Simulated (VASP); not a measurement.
Method: PBEsol GGA, VASP's PBE PAW potentials (set 64) (plane waves; VASP).

VASP ran on this input.

**INCAR**
```
SYSTEM = Sr(GeIr)2
PREC = Accurate
ENCUT = 300
EDIFF = 1E-6
NELM = 100
ALGO = Normal
LREAL = .FALSE.
LASPH = .TRUE.
ISMEAR = 0
SIGMA = 0.136
GGA = PS
LMAXMIX = 6
LWAVE = .FALSE.
LCHARG = .FALSE.
ISIF = 2
```

**POSCAR**
```
Sr(GeIr)2
1
   -2.1021350000     2.1021350000     5.4007700000
    2.1021350000    -2.1021350000     5.4007700000
    2.1021350000     2.1021350000    -5.4007700000
Sr Ge Ir
1 2 2
Direct
  0.0000000000   0.0000000000   0.0000000000
  0.3687100000   0.3687100000   0.0000000000
  0.6312900000   0.6312900000   0.0000000000
  0.2500000000   0.7500000000   0.5000000000
  0.7500000000   0.2500000000   0.5000000000
```

KPOINTS:
```
Automatic mesh
0
Gamma
7 7 7
0 0 0
```

POTCAR, in this order: Sr_sv Ge_d Ir (PBE.64 set). Program: vasp_std.

The resulting files:

### OUTCAR
```
 ion  position               nearest neighbor table
   1  0.000  0.000  0.000-   3 3.29   3 3.29   3 3.29   2 3.29   3 3.29   2 3.29   2 3.29   2 3.29
                             5 3.42   4 3.42   4 3.42   5 3.42   4 3.42   4 3.42   5 3.42   5 3.42
   2  0.369  0.369  0.000-   4 2.46   5 2.46   4 2.46   5 2.46   3 2.84   1 3.29   1 3.29   1 3.29
                             1 3.29   1 3.98
   3  0.631  0.631  0.000-   4 2.46   5 2.46   4 2.46   5 2.46   2 2.84   1 3.29   1 3.29   1 3.29
                             1 3.29   1 3.98
   4  0.250  0.750  0.500-   2 2.46   3 2.46   2 2.46   3 2.46   5 2.97   5 2.97   5 2.97   5 2.97
                             1 3.42   1 3.42   1 3.42   1 3.42
   5  0.750  0.250  0.500-   2 2.46   3 2.46   2 2.46   3 2.46   4 2.97   4 2.97   4 2.97   4 2.97
                             1 3.42   1 3.42   1 3.42   1 3.42
  LATTYP: Found a body centered tetragonal cell.
 ALAT       =     4.2042700000
 C/A-ratio  =     2.5691832351
 Subroutine PRICEL returns:
 Original cell was already a primitive cell.
 Subroutine GETGRP returns: Found 16 space group operations
The static configuration has the point symmetry D_4h.
The dynamic configuration has the point symmetry D_4h.
 Subroutine INISYM returns: Found 16 space group operations
 Subroutine IBZKPT returns following result:
 Found     40 irreducible k-points:

 Following reciprocal coordinates:
            Coordinates               Weight
  0.000000  0.000000  0.000000      1.000000
  0.142857  0.000000  0.000000      8.000000
  0.285714 -0.000000  0.000000      8.000000
  0.428571  0.000000  0.000000      8.000000
  0.142857  0.142857  0.000000      8.000000
  0.285714  0.142857  0.000000     16.000000
  0.428571  0.142857  0.000000     16.000000
 -0.428571  0.142857 -0.000000     16.000000
 -0.285714  0.142857 -0.000000     16.000000
 -0.142857  0.142857  0.000000      4.000000
  0.285714  0.285714  0.000000      8.000000
  0.428571  0.285714  0.000000     16.000000
 -0.428571  0.285714  0.000000     16.000000
 -0.285714  0.285714  0.000000      4.000000
  0.428571  0.428571  0.000000      8.000000
...
```

File OSZICAR:
```
       N       E                     dE             d eps       ncg     rms          rms(c)
DAV:   1     0.478389149246E+03    0.47839E+03   -0.19537E+04  3086   0.265E+03
DAV:   2     0.393073365521E+02   -0.43908E+03   -0.43080E+03  2648   0.686E+02
DAV:   3    -0.327528262960E+02   -0.72060E+02   -0.70555E+02  3179   0.184E+02
DAV:   4    -0.360192829337E+02   -0.32665E+01   -0.32534E+01  3541   0.455E+01
DAV:   5    -0.361426297773E+02   -0.12335E+00   -0.12328E+00  4368   0.701E+00    0.286E+01
DAV:   6    -0.349770191515E+02    0.11656E+01   -0.83258E+00  3932   0.173E+01    0.106E+01
DAV:   7    -0.347359922369E+02    0.24103E+00   -0.18294E+00  3496   0.106E+01    0.732E+00
DAV:   8    -0.346541380212E+02    0.81854E-01   -0.27604E-01  3823   0.365E+00    0.116E+00
DAV:   9    -0.346522033150E+02    0.19347E-02   -0.36359E-02  3488   0.152E+00    0.279E-01
DAV:  10    -0.346516898886E+02    0.51343E-03   -0.66350E-03  4016   0.564E-01    0.100E-01
DAV:  11    -0.346516825705E+02    0.73181E-05   -0.52805E-04  3352   0.138E-01    0.398E-02
DAV:  12    -0.346516950689E+02   -0.12498E-04   -0.74155E-05  3688   0.561E-02    0.199E-02
DAV:  13    -0.346516935166E+02    0.15523E-05   -0.68637E-06  3504   0.202E-02    0.105E-02
DAV:  14    -0.346516936331E+02   -0.11651E-06   -0.47143E-06  2824   0.162E-02
   1 F= -.34651694E+02 E0= -.34644179E+02  d E =-.150285E-01
```

### OUTCAR
```
------------------------ aborting loop because EDIFF is reached ----------------------------------------
  FORCE on cell =-STRESS in cart. coord.  units (eV):
  Direction    XX          YY          ZZ          XY          YZ          ZX
  --------------------------------------------------------------------------------------
  Total       -1.9005853     -1.9005853     -1.6616183      0.0000000      0.0000000      0.0000000
  in kB      -31.8978251    -31.8978251    -27.8872043      0.0000000      0.0000000      0.0000000
  external PRESSURE =     -30.5609515 kB  Pullay stress =       0.0000000 kB
  volume of cell :       95.46
      direct lattice vectors                 reciprocal lattice vectors
    -2.102135000  2.102135000  5.400770000     0.000000000  0.237853420  0.092579391
     2.102135000 -2.102135000  5.400770000     0.237853420  0.000000000  0.092579391
     2.102135000  2.102135000 -5.400770000     0.237853420  0.237853420  0.000000000
 POSITION                                       TOTAL-FORCE (eV/Angst)
 -----------------------------------------------------------------------------------
      0.00000      0.00000      0.00000        -0.000000     -0.000000     -0.000000
      0.00000      0.00000      3.98264         0.000000      0.000000      0.152165
      0.00000      0.00000      6.81890        -0.000000     -0.000000     -0.152165
      2.10213      0.00000      2.70038        -0.000000      0.000000     -0.000000
      0.00000      2.10213      2.70038        -0.000000     -0.000000      0.000000
 -----------------------------------------------------------------------------------
    total drift:                               -0.000000     -0.000000      0.000000
  FREE ENERGIE OF THE ION-ELECTRON SYSTEM (eV)
  ---------------------------------------------------
  free  energy   TOTEN  =       -34.6516936331 eV

  energy  without entropy=      -34.6366651014  energy(sigma->0) =      -34.64417937
```
(Selected blocks of OUTCAR.)

### OUTCAR
```
 val. band max:        6.5124744933   @ k =   0.2857   0.1429   0.1429

 cond. band min:       6.5312281493   @ k =  -0.2857   0.2857   0.0000


 Fermi energy:         6.5212971931

 k-point     1 :       0.0000    0.0000    0.0000
  band No.  band energies     occupation
      1     -28.4457      2.00000
      2     -17.9849      2.00000
      3     -17.9736      2.00000
      4     -17.9736      2.00000
      5     -17.9459      2.00000
      6     -17.9459      2.00000
      7     -17.9394      2.00000
      8     -17.9344      2.00000
      9     -17.9165      2.00000
     10     -17.9128      2.00000
     11     -17.9065      2.00000
     12     -10.5543      2.00000
     13     -10.5543      2.00000
     14     -10.5119      2.00000
     15      -5.0979      2.00000
     16      -2.5042      2.00000
     17       0.3040      2.00000
     18       1.7586      2.00000
     19       1.8417      2.00000
     20       1.8417      2.00000
     21       2.9177      2.00000
     22       3.9277      2.00000
     23       3.9278      2.00000
     24       4.4910      2.00000
     25       4.9690      2.00000
     26       5.5813      2.00000
     27       5.9303      2.00000
     28       5.9303      2.00000
     29       6.9572      0.00001
     30       7.2519      0.00000
     31       9.5938      0.00000
     32       9.5938      0.00000
     33       9.9058      0.00000

 k-point     2 :       0.1429    0.0000    0.0000
  band No.  band energies     occupation
      1     -28.4442      2.00000
      2     -17.9845      2.00000
      3     -17.9745      2.00000
      4     -17.9733      2.00000
      5     -17.9485      2.00000
      6     -17.9466      2.00000
      7     -17.9386      2.00000
      8     -17.9347      2.00000
      9     -17.9160      2.00000
     10     -17.9122      2.00000
     11     -17.9062      2.00000
     12     -10.5968      2.00000
     13     -10.5492      2.00000
     14     -10.5100      2.00000
     15      -4.8841      2.00000
...
```

At this cut-off the stress carries a Pulay error, which pulls relaxed volumes low. Unless said otherwise, spin-orbit coupling is left out, though it shifts the bands of the heavy elements here.

The structure comes from a computed database's Ir2SrGe2 entry; how it stands against other phases isn't given here. The cell was not relaxed at this level. The k-mesh is coarse (spacing up to 0.30 per Å, 2π included), so the numbers may not be converged in it.
